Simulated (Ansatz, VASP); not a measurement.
# SnO2 (Cassiterite): VASP beside Ansatz

One calculation is typed for both programs; each brings its own data sets. How far apart do they land? The two relaxations start from unlike cells of this crystal (the structure described is Ansatz's start), so only their ends are compared.

Calculated with Ansatz 0.2.0; plane waves, with VASP 6.6.1 beside it; relaxation of cell and atoms at BLYP.

## Step 1: The structure

Symmetry: P4_2/mnm, No. 136, tetragonal system. The conventional cell has a = 4.738 Å, b = 4.738 Å, c = 3.187 Å, α = 90.00°, β = 90.00°, γ = 90.00°. Sn has 6 O at 2.05 to 2.06 Å nearest. Nearest to O lie 3 Sn at 2.05 to 2.06 Å. Farther neighbours and most contacts between anions are not listed.

## Step 2: Ansatz: relaxation of cell and atoms, BLYP

Ansatz runs on its default PAW (the set named soft_2) files.

The relaxed volume is the usual yardstick between codes: in a stiff, nearly cubic crystal its relative difference is about their pressure difference at one cell divided by the bulk modulus.

input.yaml reads:

```yaml
crystal:
  lattice:
    - [4.738, 0.0, 0.0]
    - [0.0, 4.738, 0.0]
    - [0.0, 0.0, 3.1865]
  atoms:
    - { symbol: Sn, position: [0.0, 0.0, 0.0] }
    - { symbol: Sn, position: [0.5, 0.5, 0.5] }
    - { symbol: O, position: [0.3071, 0.3071, 0.0] }
    - { symbol: O, position: [0.1929, 0.8071, 0.5] }
    - { symbol: O, position: [0.6929, 0.6929, 0.0] }
    - { symbol: O, position: [0.8071, 0.1929, 0.5] }
kpoints:
  mp_grid: { grid: [6, 6, 8] }
hamiltonian:
  xc: blyp
scf:
  occupations: { method: gaussian, width: 0.02 }
output:
  forces: true
  stress: true
  eigenvalues: true
basis:
  ecutwfc: 420.0
relax:
  adjacent_minimum: "off"
  f_tol: 0.005
  max_steps: 60
  cell: { stress_tol: 0.03 }
```

The run is started by

```bash
ansatz run input.yaml --threads 4 --pin off --max-ram 16384MiB --backend cpu --events-out ev --progress --plain --runs-dir out
```

Numbers of over 12 decimals in the logs are rounded to 6 here.

The program printed:

```text
Engine: ansatz 0.2.0, x86_64-unknown-linux-gnu
Pseudopotentials: kind: paw
Pseudopotential: Sn, paw, valence charge 14, recommended cutoff 420 eV (normal), Sn.paw.azcp
Pseudopotential: O, paw, valence charge 6, recommended cutoff 420 eV (normal), O.paw.azcp
Functional definition: BLYP
  parameter beta = 0.0042
  parameter a = 0.04918
  parameter b = 0.132
  parameter c = 0.2533
  parameter d = 0.349
  exchange = b88_x(beta = beta)
  correlation = lyp_c(a = a, b = b, c = c, d = d)
Crystal: 6 atoms, lattice volume = 71.533 Å³
Basis set: ecut = 420 eV, 1411 PW (Γ), exchange–correlation on 64×64×48 points (8 copies of the dense FFT grid, shifted against one another)
Bands: 32, of which v1, the nominal top of the filled ones, is band 26 counted from 1 (25 counted from 0)
Symmetry: 16 space group operations
Space group: P42/mnm (ITA 136), of the structure as read, at distance tolerance 4.2e-5 Å
k-points: 50 of 288
Non-local potential: Sn, projectors of the file, l = 0: 2, l = 1: 2, l = 2: 2, l = 3: 2
Non-local potential: O, projectors of the file, l = 0: 2, l = 1: 2, l = 2: 1
PAW form: soft (Blöchl's): semilocal exchange-correlation on the pseudo side does not see the compensation charge
PAW frozen core: Sn, regenerated for the run's functional, and the local potential with it (the file was generated under x = pbe(κ = 0.804, μ = 0.219515), c = pbe(β = 0.066725))
PAW frozen core: O, regenerated for the run's functional, and the local potential with it (the file was generated under x = pbe(κ = 0.804, μ = 0.219515), c = pbe(β = 0.066725))
PAW one-centre angular grid: Sn, 590 points (default); XC on 64 Gauss nodes
PAW one-centre angular grid: O, 110 points (default); XC on 64 Gauss nodes
Initial density: superposition of atomic densities (neutral atoms: chi_scale 0, normalization atom), corrected by the library's trained network
Initial wavefunctions: pseudopotential atomic-orbital guess
Functional: x = b88, c = lyp
SCF iter   1: F=—  HF=-14357.859782 eV  |F-HF|=—  |Δ(HF+E_count)|=         —  Δρ=1.88e-2  dr2=1.64e-1  ethr=1.77e-3  ⟨swp⟩=6.3  Hψ=7086  notcnv=0
preconditioner: auto → Resta (q_TF=auto, 2.587 Å⁻¹)  ε∞=3.6  [insulator: Δε(μ)=1.483 eV  Ē_g=19.781 eV  σ=0.020 eV  W_gap=1.00  n_scr=18 (ndim 8)  ℏωp=31.7 eV  f_vac=0.027  D(μ)=0.00/eV (n_scr^D=0)  ε∞_Penn≈3.6]
SCF iter   2: F=—  HF=-14357.810665 eV  |F-HF|=—  |Δ(HF+E_count)|=   4.91e-2  Δρ=2.00e-3  dr2=1.78e-3  ethr=3.15e-4  ⟨swp⟩=2.1  Hψ=2886  notcnv=0  defer=90
SCF iter   3: F=—  HF=-14357.810666 eV  |F-HF|=—  |Δ(HF+E_count)|=   9.97e-7  Δρ=1.02e-3  dr2=3.45e-4  ethr=3.42e-6  ⟨swp⟩=2.1  Hψ=2340  notcnv=0  defer=90
SCF iter   4: F=—  HF=-14357.810828 eV  |F-HF|=—  |Δ(HF+E_count)|=   1.62e-4  Δρ=1.04e-4  dr2=5.44e-6  ethr=6.63e-7  ⟨swp⟩=2.0  Hψ=2088  notcnv=0  defer=90
SCF iter   5: F=—  HF=-14357.810883 eV  |F-HF|=—  |Δ(HF+E_count)|=   5.59e-5  Δρ=4.16e-5  dr2=8.48e-7  ethr=1.05e-8  ⟨swp⟩=2.2  Hψ=2491  notcnv=0  defer=90
SCF iter   6: F=-14357.810884 eV  HF=-14357.810884 eV  |F-HF|=6.12e-9  |Δ(HF+E_count)|=   4.15e-7  Δρ=5.07e-6  dr2=1.18e-8  ethr=1.92e-10  ⟨swp⟩=8.9  Hψ=7845  notcnv=0
SCF 1 converged in 6 iterations: F = -14357.810884 eV  dr2 = 1.18e-8
  greatest PAW one-centre occupation: 0.997 electrons in one spin orbital (limit 2), on the Sn atom at site 0 (counted from 0), in its partial waves of l = 2
relax step   1: F+E_penalty+E_count = -14357.81088392 eV  Δ(F+E_penalty+E_count) = +0.000e0 eV  max|allowed force component| = 2.452e-1 eV/Å  Δτ_max = 0.0000 Å  P = +16.716 GPa  Ω = 71.533 Å³  (6 SCF iters, dr2 threshold 1.00e-7 eV, accepted)
[...]
relax step   7: F+E_penalty+E_count = -14358.10483060 eV  Δ(F+E_penalty+E_count) = +1.846e-4 eV  max|allowed force component| = 1.561e-4 eV/Å  Δτ_max = 0.0003 Å  P = +0.000 GPa  Ω = 77.733 Å³  energy of the carried Pulay correction = -2.923e-3 eV  (4 SCF iters, dr2 threshold 1.00e-8 eV, accepted)
[...]
relax step   8: F+E_penalty+E_count = -14358.10792401 eV  Δ(F+E_penalty+E_count) = -3.093e-3 eV  max|allowed force component| = 1.007e-4 eV/Å  Δτ_max = 0.0000 Å  P = +0.024 GPa  Ω = 77.733 Å³  stress off target by 3.29e-2 GPa  SCF on the basis re-selected at this cell (its energy is not comparable with the rows above)  (5 SCF iters)
[...]
relax step   9: F+E_penalty+E_count = -14358.10783721 eV  Δ(F+E_penalty+E_count) = +8.679e-5 eV  max|allowed force component| = 1.742e-5 eV/Å  Δτ_max = 0.0000 Å  P = +0.000 GPa  Ω = 77.747 Å³  energy of the carried Pulay correction = -8.869e-5 eV  (4 SCF iters, dr2 threshold 2.70e-9 eV, accepted)
[...]
relax step  10: F+E_penalty+E_count = -14358.10784476 eV  Δ(F+E_penalty+E_count) = -7.547e-6 eV  max|allowed force component| = 3.046e-5 eV/Å  Δτ_max = 0.0000 Å  P = +0.000 GPa  Ω = 77.747 Å³  stress off target by 1.44e-3 GPa  SCF on the basis re-selected at this cell (its energy is not comparable with the rows above)  (5 SCF iters)
basis re-selected at this cell: Δ(F+E_penalty+E_count) = -7.547e-6 eV, ΔP = +0.000 GPa vs the last step (what re-selecting the basis moved, of the pressure what is left beyond the Pulay correction that the steps carried, after the strain that the cell walked since its last selection, with what the two solves' SCF thresholds leave and, on support functions, any second-order correction that the steps lacked; it is no m [...]
SCF converged after 5 iterations
Free energy (F): -14358.107845 eV
Harris-Foulkes:  -14358.107845 eV  (|F-HF|=1.64e-11)
Internal energy: -14358.107845 eV  (E = F + TS)
E sigma→0 (E₀):  -14358.107845 eV
Fermi energy:    8.799463 eV
--- Per-component energies (eV) ---
  E_band       = -159.768215
  E_kinetic    = 1077.502992
  E_local      = -3031.512880  (includes V_loc(G=0)·N_el)
  E_nonlocal   = 135.523061
  E_hartree    = 1547.950680
  E_xc         = -1044.722158
  E_vxc        = -552.701482  (∫ρ·V_xc dr)
  E_paw        = -8976.046746  (= ΣΔE_a)
  E_vpaw       = -884.491357  (= ΣTr[D̂ρ^β])
  E_aug_tail   = 0.010050  (compensation charges beyond the density's cutoff)
  E_ewald      = -4066.571307
  E_core_change = -0.241536  (= ΣΔE_core)
  E_smearing   = -0.000000  (= −TS)
  E_closure    = -0.000000  (closes the sum)
  Σ components = -14358.107845   (vs F -14358.107845, Δ=0.00e0)
--- Forces (eV/Å), atoms counted from 1 ---
  atom   1  Sn     0.00000000     0.00000000     0.00000000
  atom   2  Sn     0.00000000     0.00000000     0.00000000
  atom   3  O      0.00003046     0.00003046     0.00000000
  atom   4  O     -0.00003046     0.00003046    -0.00000000
  atom   5  O     -0.00003046    -0.00003046    -0.00000000
  atom   6  O      0.00003046    -0.00003046    -0.00000000
  max |Σ_I F_I| component: 1.73e-18 eV/Å
--- Stress (GPa, compression-positive) ---
        0.001361      -0.000000       0.000000
       -0.000000       0.001361       0.000000
        0.000000       0.000000      -0.001445
  P = ⅓ Tr σ = 0.0004 GPa (0.004 kbar)
--- Band table (eV; the first three rows and the last of 50) ---
  k-point 0: bands = [... 22 lower, 7.3789, 7.8999, 7.8999, 8.5989, 9.0001, 14.0180, 14.6608, 14.6608, ... 2 higher]
  k-point 1: bands = [... 22 lower, 6.8756, 7.9185, 7.9185, 8.4898, 10.0357, 14.2601, 15.2574, 15.2574, ... 2 higher]
  k-point 2: bands = [... 22 lower, 6.2340, 7.8267, 7.8267, 8.1785, 11.5822, 14.5832, 16.5802, 16.5802, ... 2 higher]
  k-point 49: bands = [... 22 lower, 7.7275, 7.7275, 7.8603, 7.8603, 12.6926, 12.6926, 17.1716, 17.1716, ... 2 higher]
--- Relaxed structure (7 steps of the walk, 7 accepted, 3 SCFs on fresh bases) ---
  F+E_penalty+E_count = -14358.10784476 eV   max|allowed force component| = 3.046e-5 eV/Å   (the final SCF, on the basis selected at the relaxed cell)
  cell:  # Å, volume = 77.7473 Å³
    - [4.879460, 0, 0]
    - [0, 4.879460, 0]
    - [0, 0, 3.265442]
  atoms:
    - { symbol: Sn, position: [0, 0, 0] }
    - { symbol: Sn, position: [0.5, 0.5, 0.5] }
    - { symbol: O, position: [0.306826, 0.306826, 0] }
    - { symbol: O, position: [0.193174, 0.806826, 0.5] }
    - { symbol: O, position: [0.693174, 0.693174, 0] }
    - { symbol: O, position: [0.806826, 0.193174, 0.5] }
```

The column dr2 measures how far the density is from self-consistency, as an energy; F and HF (Harris–Foulkes) agree once it is small.

## Step 3: VASP: relaxation of cell and atoms, BLYP

Its own start cell and the same functional (in two slightly different forms), mesh and smearing now go to VASP, with its own data sets.

Lines of VASP's logs that name or quote its potential files are left out, and so is its time.

INCAR reads:

```
SYSTEM = SnO2
PREC = Accurate
ENCUT = 600
EDIFF = 1E-07
NELM = 120
ISMEAR = 0
SIGMA = 0.02
LREAL = .FALSE.
ALGO = Normal
GGA = B5
ALDAX = 1
AGGAX = 1
AGGAC = 1
ALDAC = 0
NBANDS = 32
LORBIT = 11
LWAVE = .FALSE.
LCHARG = .FALSE.
ISIF = 3
IBRION = 2
NSW = 80
EDIFFG = -0.005
LASPH = .TRUE.
GGA_COMPAT = .FALSE.
NELMIN = 4
EFERMI = MIDGAP
KPAR = 2
```

POSCAR reads:

```
SnO2
1.0
    4.8846936738      0.0000000000      0.0000000000
    0.0000000000      4.8846936738      0.0000000000
    0.0000000000      0.0000000000      3.2725513152
Sn O
2 4
Direct
    0.0000000000      0.0000000000      0.0000000000
    0.5000000000      0.5000000000      0.5000000000
    0.3067795257      0.3067795257      0.0000000000
    0.1932204743      0.8067795257      0.5000000000
    0.6932204743      0.6932204743      0.0000000000
    0.8067795257      0.1932204743      0.5000000000
```

KPOINTS reads:

```
Automatic mesh
0
Gamma
6 6 8
0 0 0
```

Potentials, in the order of the species: Sn_d and O (PBE family, release 64).

The run is started by

```bash
mpirun -np 2 vasp_std
```

The program printed:

```text
[banner, memory and clock lines left out]
running    2 mpi-ranks, on    1 nodes
 distrk:  each k-point on    1 cores,    2 groups
 distr:  one band on    1 cores,    1 groups

 POSCAR found type information on POSCAR SnO
 POSCAR found :  2 types and       6 ions
|                                                                             |
|               ----> ADVICE to this user running VASP <----                  |
|                                                                             |
|     You enforced a specific xc type in the INCAR file but a different       |
|     [... a line on the potential file left out ...]
|     I HOPE YOU KNOW WHAT YOU ARE DOING!                                     |
|                                                                             |

 LDA part: xc-table for (Slater(with rela. corr.)+VWN5), standard interpolation
 POSCAR, INCAR and KPOINTS ok, starting setup
 FFT: planning ... GRIDC
 FFT: planning ... GRID_SOFT
 FFT: planning ... GRID
 WAVECAR not read
 entering main loop
       N       E                     dE             d eps       ncg     rms          rms(c)
DAV:   1     0.688398672171E+03    0.68840E+03   -0.28461E+04  3496   0.270E+03
DAV:   2     0.676490523251E+02   -0.62075E+03   -0.59504E+03  3576   0.725E+02
DAV:   3    -0.366746099465E+02   -0.10432E+03   -0.10208E+03  3760   0.233E+02
DAV:   4    -0.421241072937E+02   -0.54495E+01   -0.54287E+01  3832   0.594E+01
DAV:   5    -0.422916008129E+02   -0.16749E+00   -0.16744E+00  4032   0.106E+01    0.167E+01
DAV:   6    -0.348436090373E+02    0.74480E+01   -0.29217E+01  5176   0.765E+01    0.580E+00
DAV:   7    -0.349537828537E+02   -0.11017E+00   -0.24870E+00  3640   0.936E+00    0.317E+00
DAV:   8    -0.349191594830E+02    0.34623E-01   -0.34178E-01  4768   0.483E+00    0.819E-01
DAV:   9    -0.349030897077E+02    0.16070E-01   -0.75791E-02  5336   0.347E+00    0.140E-01
DAV:  10    -0.349037625447E+02   -0.67284E-03   -0.59811E-03  4640   0.839E-01    0.670E-02
DAV:  11    -0.349037562483E+02    0.62964E-05   -0.55644E-04  5104   0.268E-01    0.229E-02
DAV:  12    -0.349037622841E+02   -0.60359E-05   -0.46149E-05  3736   0.454E-02    0.181E-02
DAV:  13    -0.349037585632E+02    0.37210E-05   -0.12712E-05  5160   0.320E-02    0.797E-04
DAV:  14    -0.349037587022E+02   -0.13907E-06   -0.74926E-07  3752   0.583E-03    0.895E-04
DAV:  15    -0.349037587208E+02   -0.18603E-07   -0.12485E-08  2632   0.150E-03
   1 F= -.34903759E+02 E0= -.34903759E+02  d E =-.349038E+02
 curvature:   0.00 expect dE= 0.000E+00 dE for cont linesearch  0.000E+00
 trial: gam= 0.00000 g(F)=  0.135E-06 g(S)=  0.410E-04 ort = 0.000E+00 (trialstep = 0.100E+01)
 search vector abs. value=  0.411E-04
 bond charge predicted
       N       E                     dE             d eps       ncg     rms          rms(c)
DAV:   1    -0.349041442946E+02   -0.38559E-03   -0.94612E-03  4096   0.144E+00    0.133E-01
DAV:   2    -0.349038186269E+02    0.32567E-03   -0.92535E-04  4432   0.321E-01    0.450E-02
DAV:   3    -0.349037605549E+02    0.58072E-04   -0.10368E-04  4368   0.228E-01    0.157E-02
DAV:   4    -0.349037529492E+02    0.76057E-05   -0.24115E-05  4944   0.104E-01    0.244E-03
DAV:   5    -0.349037539530E+02   -0.10038E-05   -0.52387E-06  4216   0.197E-02    0.111E-03
DAV:   6    -0.349037544029E+02   -0.44989E-06   -0.13960E-07  2384   0.423E-03    0.547E-04
DAV:   7    -0.349037544918E+02   -0.88897E-07   -0.32482E-08  2128   0.246E-03
   2 F= -.34903754E+02 E0= -.34903754E+02  d E =0.422904E-05
 trial-energy change:    0.000004  1 .order   -0.000000   -0.000041    0.000040
 step:   0.4215(harm=  0.5053)  dis= 0.00001  next Energy=   -34.903767 (dE=-0.831E-05)
 bond charge predicted
       N       E                     dE             d eps       ncg     rms          rms(c)
DAV:   1    -0.349038958193E+02   -0.14142E-03   -0.31626E-03  4096   0.833E-01    0.770E-02
DAV:   2    -0.349037898847E+02    0.10593E-03   -0.30952E-04  4352   0.186E-01    0.260E-02
DAV:   3    -0.349037714220E+02    0.18463E-04   -0.34635E-05  4376   0.132E-01    0.910E-03
DAV:   4    -0.349037678451E+02    0.35769E-05   -0.80660E-06  4768   0.601E-02    0.142E-03
DAV:   5    -0.349037670980E+02    0.74709E-06   -0.17454E-06  3816   0.114E-02    0.637E-04
DAV:   6    -0.349037667299E+02    0.36809E-06   -0.46931E-08  2072   0.242E-03    0.320E-04
DAV:   7    -0.349037666766E+02    0.53353E-07   -0.90610E-09  1912   0.145E-03
   3 F= -.34903767E+02 E0= -.34903767E+02  d E =-.795575E-05
 curvature:  -0.25 expect dE=-0.552E-06 dE for cont linesearch -0.340E-06
 trial: gam=-0.12885 g(F)=  0.746E-06 g(S)=  0.150E-05 ort = 0.755E-05 (trialstep = 0.884E+00)
 search vector abs. value=  0.988E-06
 reached required accuracy - stopping structural energy minimisation
```

(Continued in part 2 of 2.)

[Lines on the potential files, build, host, timing and source positions are cut from VASP's logs without a mark.]

[Logs are printed without paths, hosts, clocks, repeated set-up lines and the standing remarks that a program may print on its own settings, such as how far it seeks lower states.]

[Hosts, paths, dates, database ids (printed as entryN), source tags and the programs' standing remarks are cut or masked in the printed files.]
